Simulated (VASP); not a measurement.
# CsNaP2 (P4/mmm) in VASP: relaxation of cell and atoms with PBE

Aim: the relaxation of cell and atoms of CsNaP2 with PBE.

All numbers are computed with VASP 6.6.1; they aren't measurements. Logs are shortened: lines on timing, memory, paths and dates and some standing lists are left out, and cuts for length are marked.

### Step 1. The crystal as given

It takes space group P4/mmm (No. 123, tetragonal). The conventional cell has a = 3.978 Å, b = 3.978 Å, c = 7.956 Å, α = 90.00°, β = 90.00°, γ = 90.00°. Cs (site symmetry 4/mmm) has 8 P at 3.44 Å as nearest neighbours. Na (site symmetry 4/mmm) is surrounded by 8 P at 3.44 Å. P (site symmetry 4mm) is surrounded by 4 Cs at 3.44 Å and 4 Na at 3.44 Å.

The cell was built by a generator and needn't be a form met in nature.

### Step 2. Relaxation of cell and atoms, PBE

Contents of INCAR:

```
ALGO     = Normal         # electronic algorithm
EDIFF    = 1E-6           # SCF threshold, eV
EDIFFG   = -0.04          # ionic threshold
ENCUT    = 600            # plane-wave cutoff, eV
GGA      = PE             # functional
IBRION   = 2              # ionic algorithm
ISIF     = 3              # what is computed and relaxed
ISMEAR   = 0              # smearing method
LASPH    = True           # aspherical terms in the spheres
LCHARG   = False          # write CHGCAR
LREAL    = False          # projectors in reciprocal space
LWAVE    = False          # write WAVECAR
NELM     = 100            # most SCF steps
NSW      = 90             # ionic steps
PREC     = Accurate       # precision mode
SIGMA    = 0.1            # smearing width, eV
```

Contents of KPOINTS:

```
k-points
0
Gamma
  4 4 2
```

Contents of POSCAR:

```
CsNaP2
1.0
    3.9779433500      0.0000000000      0.0000000000
    0.0000000000      3.9779433500      0.0000000000
    0.0000000000      0.0000000000      7.9558867100
Cs Na P
1 1 2
Direct
    0.0000000000      0.0000000000      0.5000000000
    0.0000000000      0.0000000000      0.0000000000
    0.5000000000      0.5000000000      0.2500000000
    0.5000000000      0.5000000000      0.7500000000
```

Potentials or basis: VASP PAW PBE potentials, release 64 (Cs_sv, Na_pv, P).

Started as:

```bash
cat potpaw_PBE.64/Cs_sv/POTCAR potpaw_PBE.64/Na_pv/POTCAR potpaw_PBE.64/P/POTCAR > POTCAR
mpirun -np 1 vasp_std > vasp.out
```

OUTCAR:

```text
EDIFF = 1E-6
   EDIFFG = -0.04
   ENCUT = 600
   GGA = PE
   IBRION = 2
   ISIF = 3
   ISMEAR = 0
   LASPH = True
   LREAL = False
   NELM = 100
   NSW = 90
   PREC = Accurate

 ion  position               nearest neighbor table
   1  0.000  0.000  0.500-
   2  0.000  0.000  0.000-
   3  0.500  0.500  0.250-
   4  0.500  0.500  0.750-

  LATTYP: Found a simple tetragonal cell.
 ALAT       =     3.9779433500
 C/A-ratio  =     2.0000000025

  Lattice vectors:

 A1 = (   3.9779433500,   0.0000000000,   0.0000000000)
 A2 = (   0.0000000000,   3.9779433500,   0.0000000000)
 A3 = (   0.0000000000,   0.0000000000,   7.9558867100)

Analysis of symmetry for initial positions (statically):
=====================================================================
 Subroutine PRICEL returns:
 Original cell was already a primitive cell.

 Routine SETGRP: Setting up the symmetry group for a
 simple tetragonal supercell.

 Subroutine GETGRP returns: Found 16 space group operations
 (whereof 16 operations were pure point group operations)
 out of a pool of 16 trial point group operations.

The static configuration has the point symmetry D_4h.

Analysis of symmetry for dynamics (positions and initial velocities):
=====================================================================
 Subroutine PRICEL returns:
 Original cell was already a primitive cell.

 Routine SETGRP: Setting up the symmetry group for a
 simple tetragonal supercell.

 Subroutine GETGRP returns: Found 16 space group operations
 (whereof 16 operations were pure point group operations)
 out of a pool of 16 trial point group operations.

The dynamic configuration has the point symmetry D_4h.

 Subroutine INISYM returns: Found 16 space group operations
 (whereof 16 operations are pure point group operations),
 and found     1 'primitive' translations

----------------------------------------------------------------------------------------

                                     Primitive cell

  volume of cell :     125.8942

  direct lattice vectors                    reciprocal lattice vectors
     3.977943350  0.000000000  0.000000000     0.251386184  0.000000000  0.000000000
     0.000000000  3.977943350  0.000000000     0.000000000  0.251386184  0.000000000
     0.000000000  0.000000000  7.955886710     0.000000000  0.000000000  0.125693092

  length of vectors
     3.977943350  3.977943350  7.955886710     0.251386184  0.251386184  0.125693092

  position of ions in fractional coordinates (direct lattice)
     0.000000000  0.000000000  0.500000000
     0.000000000  0.000000000  0.000000000
     0.500000000  0.500000000  0.250000000
     0.500000000  0.500000000  0.750000000

  ion indices of the primitive-cell ions
   primitive index   ion index
                 1           1
                 2           2
                 3           3
                 4           4

----------------------------------------------------------------------------------------

 KPOINTS: k-points

Automatic generation of k-mesh.
 Grid dimensions read from file:
 generate k-points for:    4    4    2

 Generating k-lattice:

  Cartesian coordinates                     Fractional coordinates (reciprocal lattice)
     0.062846546  0.000000000  0.000000000     0.250000000  0.000000000  0.000000000
     0.000000000  0.062846546  0.000000000     0.000000000  0.250000000  0.000000000
     0.000000000  0.000000000  0.062846546     0.000000000  0.000000000  0.500000000

  Length of vectors
     0.062846546  0.062846546  0.062846546

  Shift w.r.t. Gamma in fractional coordinates (k-lattice)
     0.000000000  0.000000000  0.000000000

 Subroutine IBZKPT returns following result:
 ===========================================

 Found     12 irreducible k-points:

 Following reciprocal coordinates:
            Coordinates               Weight
  0.000000  0.000000  0.000000      1.000000
  0.250000  0.000000  0.000000      4.000000
  0.500000  0.000000  0.000000      2.000000
  0.250000  0.250000  0.000000      4.000000
  0.500000  0.250000  0.000000      4.000000
  0.500000  0.500000  0.000000      1.000000
  0.000000  0.000000  0.500000      1.000000
  0.250000  0.000000  0.500000      4.000000
  0.500000  0.000000  0.500000      2.000000
  0.250000  0.250000  0.500000      4.000000
  0.500000  0.250000  0.500000      4.000000
  0.500000  0.500000  0.500000      1.000000
   k-points           NKPTS =     12   k-points in BZ     NKDIM =     12   number of bands    NBANDS=     17
   number of dos      NEDOS =    301   number of ions     NIONS =      4
   total plane-waves  NPLWV =  65536
   dimension x,y,z NGX =    32 NGY =   32 NGZ =   64
   dimension x,y,z NGXF=    64 NGYF=   64 NGZF=  128
   ions per type =               1   1   2
   NGX,Y,Z   is equivalent  to a cutoff of  13.37, 13.37, 13.37 a.u.
   NGXF,Y,Z  is equivalent  to a cutoff of  26.75, 26.75, 26.75 a.u.
 SYSTEM =  unknown system
   PREC   = accura    normal or accurate (medium, high low for compatibility)
   ISTART =      0    job   : 0-new  1-cont  2-samecut
   ICHARG =      2    charge: 1-file 2-atom 10-const
   ISPIN  =      1    spin polarized calculation?
   LNONCOLLINEAR =      F non collinear calculations
   LSORBIT =      F    spin-orbit coupling
   LASPH  =      T    aspherical Exc in radial PAW
   ENCUT  =  600.0 eV  44.10 Ry    6.64 a.u.   7.94  7.94 15.89*2*pi/ulx,y,z
   NELM   =    100;   NELMIN=  2; NELMDL= -5     # of ELM steps
   EDIFF  = 0.1E-05   stopping-criterion for ELM
   LREAL  =      F    real-space projection
   EDIFFG = -.4E-01   stopping-criterion for IOM
   NSW    =     90    number of steps for IOM
   IBRION =      2    ionic relax: 0-MD 1-quasi-New 2-CG
   NFREE  =      1    steps in history (QN), initial steepest desc. (CG)
   ISIF   =      3    stress and relaxation
   ISYM   =      2    0-nonsym 1-usesym 2-fastsym
   POTIM  = 0.5000    time-step for ionic-motion
   TEBEG  =    0.0;   TEEND  =   0.0 temperature during run
   PSTRESS=    0.0 pullay stress
   NELECT =      26.0000    total number of electrons
   NUPDOWN=      -1.0000    fix difference up-down
   EMIN   =  10.00;   EMAX   =-10.00  energy-range for DOS
   EFERMI =   0.00;   METHOD = LEGACY
   ISMEAR =     0;   SIGMA  =   0.10  broadening in eV -4-tet -1-fermi 0-gaus
   EFERMI_NEDOS =   21; number of points for ismear=-14 and -15
   IALGO  =     38    algorithm
   IMIX   =      4    mixing-type and parameters
     AMIX     =   0.40;   BMIX     =  1.00
     AMIX_MAG =   1.60;   BMIX_MAG =  1.00
  volume/ion in A,a.u.               =      31.47       212.39
  Fermi-wavevector in a.u.,A,eV,Ry     =   0.967678  1.828646 12.740495  0.936400
  Thomas-Fermi vector in A             =   2.097583
   LORBIT       =      0    0 simple, 1 ext, 2 COOP (PROOUT), +10 PAW based schemes
   GGA     = PE    functional components
   LHFCALC =     F    Hartree Fock is set to
   AEXX    =    0.0000 exact exchange contribution
   IVDW    =     0    specifies the selected vdW correction
   LEPSILON=     F    determine dielectric tensor
   LRPA    =     F    only Hartree local field effects (RPA)
 conjugate gradient relaxation of ions
 non-spin polarized calculation
 Gauss-broadening in eV      SIGMA  =   0.10
  energy-cutoff  :      600.00
  volume of cell :      125.89
 maximum number of plane-waves:      4272
 NGX is ok and might be reduce to    32
   NGX = 15   NGY = 15   NGZ = 31

--------------------------------------- Ionic step        1  -------------------------------------------

 number of electron      25.9999991 magnetization

 Free energy of the ion-electron system (eV)
  ---------------------------------------------------
  ext. energy  EPLUGINS =         0.00000000
  ---------------------------------------------------
  free energy    TOTEN  =       -10.68802454 eV

  energy without entropy =      -10.65650842  energy(sigma->0) =      -10.67226648

------------------------ aborting loop because EDIFF is reached ----------------------------------------

  FORCE on cell =-STRESS in cart. coord.  units (eV):
  Direction    XX          YY          ZZ          XY          YZ          ZX
  --------------------------------------------------------------------------------------
  -------------------------------------------------------------------------------------
  Total       -1.8680712     -1.8680712     -1.0565382      0.0000000      0.0000000      0.0000000
  in kB      -23.7737791    -23.7737791    -13.4459037      0.0000000      0.0000000      0.0000000
  external PRESSURE =     -20.3311540 kB  Pullay stress =       0.0000000 kB
[... 95 lines left out ...]
  FREE ENERGIE OF THE ION-ELECTRON SYSTEM (eV)
  ---------------------------------------------------
  free  energy   TOTEN  =       -11.3405208342 eV

  energy  without entropy=      -11.3190445148  energy(sigma->0) =      -11.32978267

 E-fermi :   4.7480     XC(G=0): -10.0865

 val. band max:        4.7463826872   @ k =   0.2500   0.2500   0.0000
 cond. band min:       5.3091558945   @ k =   0.0000   0.0000   0.5000
 fundamental gap:      0.5627732072
 Fermi energy:         4.7479665925

 k-point     1 :       0.0000    0.0000    0.0000
  band No.  band energies     occupation
      1     -17.9816      2.00000
      2     -17.9498      2.00000
      3     -17.9498      2.00000
      4     -17.4962      2.00000
      5      -6.3250      2.00000
      6      -6.1747      2.00000
[... 217 lines left out ...]
      4     -16.4325      2.00000
      5      -5.3150      2.00000
      6      -5.3150      2.00000
[... 9 lines left out ...]
     16       8.3650      0.00000
     17       8.7203      0.00000

 E-fermi :   3.6412     XC(G=0):  -9.0145

 val. band max:        3.5896806434   @ k =   0.5000   0.0000   0.5000
 cond. band min:       3.7084272867   @ k =   0.5000   0.2500   0.0000
 fundamental gap:      0.1187466433
 Fermi energy:         3.6411895148

 k-point     1 :       0.0000    0.0000    0.0000
  band No.  band energies     occupation
      1     -19.4995      2.00000
      2     -19.1503      2.00000
      3     -19.1078      2.00000
      4     -19.1078      2.00000
      5      -7.7171      2.00000
      6      -6.6674      2.00000
[... 217 lines left out ...]
      4     -19.0061      2.00000
      5      -7.0150      2.00000
      6      -7.0150      2.00000
[... 9 lines left out ...]
     16       6.6725      0.00000
     17       7.3932      0.00000

[... ionic steps 4 to 21 ...]

--------------------------------------- Ionic step       22  -------------------------------------------

 number of electron      26.0000009 magnetization

------------------------ aborting loop because EDIFF is reached ----------------------------------------
[... 71 lines left out ...]
--------------------------------------- Ionic step       24  -------------------------------------------

 number of electron      25.9999993 magnetization

 Free energy of the ion-electron system (eV)
  ---------------------------------------------------
  ext. energy  EPLUGINS =         0.00000000
  ---------------------------------------------------
  free energy    TOTEN  =       -14.05379380 eV

  energy without entropy =      -14.04046135  energy(sigma->0) =      -14.04712758

 E-fermi :   2.9908     XC(G=0):  -8.3698

 val. band max:        2.9633070605   @ k =   0.5000   0.2500   0.0000
 cond. band min:       3.0184994914   @ k =   0.2500   0.0000   0.0000
 fundamental gap:      0.0551924309
 Fermi energy:         2.9908295594

 k-point     1 :       0.0000    0.0000    0.0000
  band No.  band energies     occupation
      1     -21.0630      2.00000
      2     -20.9867      2.00000
      3     -20.9867      2.00000
      4     -19.7693      2.00000
      5      -9.1086      2.00000
      6      -6.9213      2.00000
[... 260 lines left out ...]
  FREE ENERGIE OF THE ION-ELECTRON SYSTEM (eV)
  ---------------------------------------------------
  free  energy   TOTEN  =       -14.0537938031 eV

  energy  without entropy=      -14.0404613532  energy(sigma->0) =      -14.04712758

 reached required accuracy - stopping structural energy minimisation
```

Run time: 5.4 min. Hardware: 1 thread of Intel Xeon Platinum 8375C at 2.90GHz (Ice Lake), shared host; peak memory 0.28 GiB.

What came out:

```yaml
Free_energy: -14.0538 eV
Relaxed_volume: 29.25 Å³/atom
Relaxed_cell: a = 4.064 Å, b = 4.064 Å, c = 7.083 Å, α = 90.00°, β = 90.00°, γ = 90.00°
Space_group_after_relaxing_to_0.05_Å: P4/mmm (No. 123)
Energy_gained_by_relaxing: 841.4 meV/atom
Ionic_steps: 24
Pressure_after_relaxing: -0.1 GPa
Band_gap_on_the_k_mesh: none (metal or under the smearing width)
```

The path:
| step | energy change (eV) | largest force (eV/Å) | pressure (GPa) | volume (Å³) |
| --- | --- | --- | --- | --- |
| 1 | 0.0000 | 1.0248 | -2.03 | 125.89 |
| 2 | -0.1956 | 1.2289 | -1.51 | 118.75 |
| 3 | -0.6525 | 1.8214 | 1.89 | 98.91 |
| 4 | 0.9727 | 0.9637 | 33.79 | 65.93 |
| 5 | -0.6310 | 1.9803 | 3.64 | 94.09 |
| 6 | -0.6408 | 2.0863 | 7.06 | 86.70 |
| 7 | -0.7004 | 2.0232 | 7.44 | 85.80 |
| 8 | -0.8395 | 1.7809 | 8.93 | 83.13 |
| 9 | -0.8522 | 0.8825 | 13.93 | 77.94 |
| 10 | -0.8994 | 1.4096 | 11.08 | 80.46 |
| 11 | -1.1127 | 1.2509 | 9.31 | 82.45 |
| 12 | -1.5956 | 0.7950 | 5.30 | 88.61 |
| 13 | -2.3978 | 2.1818 | 1.63 | 101.83 |
| 14 | -0.9448 | 15.1274 | 9.78 | 131.98 |
| 15 | -2.8207 | 1.1480 | 1.32 | 107.42 |
| 16 | -2.9484 | 1.5357 | 2.31 | 115.61 |
| 17 | -2.9675 | 0.6373 | 1.84 | 113.42 |
| 18 | -3.1391 | 0.6460 | 0.88 | 116.82 |
| 19 | -3.3085 | 0.6874 | -0.39 | 124.26 |
| 20 | -3.3118 | 0.6966 | -0.50 | 125.23 |
| 21 | -3.3286 | 0.3551 | -1.28 | 124.35 |
| 22 | -3.3301 | 0.1363 | -1.13 | 124.55 |
| 23 | -3.3527 | 0.0859 | -0.75 | 121.45 |
| 24 | -3.3658 | 0.0011 | -0.05 | 116.99 |

Final structure:
```cif
data_structure
_symmetry_space_group_name_H-M 'P 1'
_symmetry_Int_Tables_number 1
_cell_length_a 4.0641
_cell_length_b 4.0641
_cell_length_c 7.0831
_cell_angle_alpha 90.000
_cell_angle_beta 90.000
_cell_angle_gamma 90.000
_cell_volume 116.99
loop_
_atom_site_label
_atom_site_type_symbol
_atom_site_fract_x
_atom_site_fract_y
_atom_site_fract_z
_atom_site_occupancy
Cs1 Cs 0.00000 0.00000 0.50000 1
Na1 Na 0.00000 0.00000 0.00000 1
P1 P 0.50000 0.50000 0.14606 1
P2 P 0.50000 0.50000 0.85394 1
```

Caveat: the k mesh is coarse (spacing up to 0.39 Å⁻¹), so the values aren't converged.
